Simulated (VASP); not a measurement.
Output of a VASP run:

**OSZICAR**
```
...
DAV:   5    -0.681028490378E+01   -0.19055E-02   -0.19055E-02   914   0.124E+00    0.410E+00
DAV:   6    -0.674306092444E+01    0.67224E-01   -0.78664E-02  1116   0.547E+00    0.255E+00
DAV:   7    -0.671716839111E+01    0.25893E-01   -0.69205E-02   859   0.255E+00    0.396E-01
DAV:   8    -0.671811284441E+01   -0.94445E-03   -0.54418E-03   927   0.113E+00    0.145E-01
DAV:   9    -0.671854718917E+01   -0.43434E-03   -0.10012E-03   784   0.252E-01    0.659E-02
DAV:  10    -0.671851977682E+01    0.27412E-04   -0.33148E-05   951   0.485E-02    0.236E-02
DAV:  11    -0.671853513268E+01   -0.15356E-04   -0.31546E-05   819   0.388E-02    0.452E-03
DAV:  12    -0.671853536988E+01   -0.23720E-06   -0.75505E-07   670   0.699E-03
   1 F= 0.20597078E+01 E0= 0.20597078E+01  d E =0.205971E+01
       N       E                     dE             d eps       ncg     rms          rms(c)
DAV:   1    -0.131890335681E+02   -0.64705E+01   -0.86995E+01   999   0.159E+02    0.191E+01
DAV:   2    -0.596141047032E+01    0.72276E+01   -0.27526E+01   944   0.233E+02    0.606E+00
DAV:   3    -0.488960979791E+01    0.10718E+01   -0.14722E+00   859   0.195E+01    0.355E+00
DAV:   4    -0.452927267363E+01    0.36034E+00   -0.21365E-01   928   0.520E+00    0.554E-01
DAV:   5    -0.452373074912E+01    0.55419E-02   -0.14433E-02  1093   0.189E+00    0.373E-01
DAV:   6    -0.451998925782E+01    0.37415E-02   -0.44325E-03  1157   0.128E+00    0.236E-02
DAV:   7    -0.452007206879E+01   -0.82811E-04   -0.70202E-04   794   0.263E-01    0.485E-02
DAV:   8    -0.452007807809E+01   -0.60093E-05   -0.11851E-05  1140   0.337E-02    0.209E-02
DAV:   9    -0.452008246721E+01   -0.43891E-05   -0.61912E-06   814   0.379E-02    0.129E-02
DAV:  10    -0.452008226694E+01    0.20027E-06   -0.58060E-07   437   0.197E-02
   2 F= 0.25132995E+01 E0= 0.25134858E+01  d E =0.453592E+00
       N       E                     dE             d eps       ncg     rms          rms(c)
DAV:   1    -0.982889456703E+01   -0.53088E+01   -0.53877E+01   999   0.192E+02    0.105E+01
DAV:   2    -0.710965798356E+01    0.27192E+01   -0.42130E+00   934   0.415E+01    0.519E+00
DAV:   3    -0.634227844749E+01    0.76738E+00   -0.12461E+00  1009   0.238E+01    0.801E-01
DAV:   4    -0.626975766982E+01    0.72521E-01   -0.19883E-01   909   0.968E+00    0.380E-01
DAV:   5    -0.626637186588E+01    0.33858E-02   -0.23473E-02   914   0.344E+00    0.175E-01
DAV:   6    -0.626497697154E+01    0.13949E-02   -0.53041E-03   884   0.154E+00    0.304E-02
DAV:   7    -0.626492071663E+01    0.56255E-04   -0.91502E-04  1009   0.679E-01    0.156E-02
DAV:   8    -0.626491941016E+01    0.13065E-05   -0.14847E-04   874   0.212E-01    0.482E-03
DAV:   9    -0.626491941777E+01   -0.76079E-08   -0.67113E-06   958   0.278E-02
   3 F= 0.19558032E+01 E0= 0.19558032E+01  d E =-.103905E+00
       N       E                     dE             d eps       ncg     rms          rms(c)
DAV:   1    -0.623825785274E+01    0.26662E-01   -0.24648E-02   999   0.330E+00    0.255E-01
DAV:   2    -0.623675126688E+01    0.15066E-02   -0.29089E-03   964   0.137E+00    0.115E-01
DAV:   3    -0.623639544009E+01    0.35583E-03   -0.34258E-04  1004   0.398E-01    0.283E-02
DAV:   4    -0.623635377989E+01    0.41660E-04   -0.49727E-05   906   0.110E-01    0.772E-03
DAV:   5    -0.623635252556E+01    0.12543E-05   -0.20957E-06   705   0.205E-02    0.248E-03
DAV:   6    -0.623635249523E+01    0.30327E-07   -0.46528E-07   382   0.137E-02
   4 F= 0.19554615E+01 E0= 0.19554615E+01  d E =-.104246E+00
```

OUTCAR:
```
------------------------ aborting loop because EDIFF is reached ----------------------------------------
  FORCE on cell =-STRESS in cart. coord.  units (eV):
  Direction    XX          YY          ZZ          XY          YZ          ZX
  --------------------------------------------------------------------------------------
  Total        8.1820353      8.1820353      8.1820353      0.0000000      0.0000000      0.0000000
  in kB      299.6418853    299.6418853    299.6418853      0.0000000      0.0000000      0.0000000
  external PRESSURE =      -0.3581147 kB  Pullay stress =     300.0000000 kB
  volume of cell :       43.75
      direct lattice vectors                 reciprocal lattice vectors
    -0.000000000  2.796703794  2.796703794    -0.178781894  0.178781894  0.178781894
     2.796703794 -0.000000000  2.796703794     0.178781894 -0.178781894  0.178781894
     2.796703794  2.796703794  0.000000000     0.178781894  0.178781894 -0.178781894
  FREE ENERGIE OF THE ION-ELECTRON SYSTEM (eV)
  ---------------------------------------------------
  free  energy   TOTEN  =        -6.2363524952 eV

  energy  without entropy=       -6.2363524942  energy(sigma->0) =       -6.23635249
  enthalpy is  TOTEN    =         1.9554615046 eV   P V=        8.1918139999

 reached required accuracy - stopping structural energy minimisation
```
(Selected blocks of OUTCAR.)

File POSCAR:
```
GaSb
1
    0.0000000000     2.8619078542     2.8619078542
    2.8619078542     0.0000000000     2.8619078542
    2.8619078542     2.8619078542     0.0000000000
Ga Sb
1 1
Direct
  0.0000000000   0.0000000000   0.0000000000
  0.2500000000   0.2500000000   0.2500000000
```

Task: Reconstruct the remaining input files.

Result: This is not unique; one that fits is the input of the run itself, PBE GGA, plane waves, VASP's PBE PAW potentials (set 64).

KPOINTS:
```
kpoints
0
G
 8 8 8
0 0 0
```

**INCAR**
```
LREAL = .FALSE.
EDIFF = 1E-6   ! SCF stop (eV)
ENCUT = 500   ! plane-wave cut-off (eV)
ISIF = 3   ! ions, shape and volume
LMAXMIX = 4
PREC = Accurate
PSTRESS = 300
EDIFFG = -0.02
LCHARG = .FALSE.
NELM = 100   ! most electronic steps
LASPH = .TRUE.
LWAVE = .FALSE.
IBRION = 2
SYSTEM = GaSb
NSW = 40   ! most ionic steps
SIGMA = 0.05   ! width (eV)
ISMEAR = 0
GGA = PE
ALGO = Normal
```

POTCAR, in this order: Ga_d Sb (PBE.64 set). Program: vasp_std.

Energy and stress use the plane-wave basis of the starting cell.

The compound is GaSb in the zinc blende structure. This run relaxes it under an external pressure of 30 GPa. Symmetry was kept, so distortions that lower it aren't found.
